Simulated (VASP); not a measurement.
Consider the following.

```yaml
crystal:
  lattice:
    - [1.28010, -2.21720, 0.00000]
    - [1.28010, 2.21720, 0.00000]
    - [0.00000, 0.00000, 4.15140]
  atoms:
    - { symbol: Co, position: [0.33333, 0.66667, 0.25000], spin: 1.8 }
    - { symbol: Co, position: [0.66667, 0.33333, 0.75000], spin: 1.8 }
```

Method: PBE GGA, VASP's PBE PAW potentials (set 64) (plane waves; VASP 6.6.1). Settings: 400 eV cut-off, 12×12×7 Γ-centred mesh, first-order Methfessel-Paxton smearing of 0.10 eV, potentials Co.

### Question
Give the stress tensor in GPa (positive for a compressed cell).

### Answer

```
-14.51    0.00    0.00
  0.00  -14.51    0.00
  0.00    0.00  -15.90
```
The pressure is its mean diagonal, -14.98 GPa.

The compound is Co in the hcp structure. The cell was not relaxed at this level.
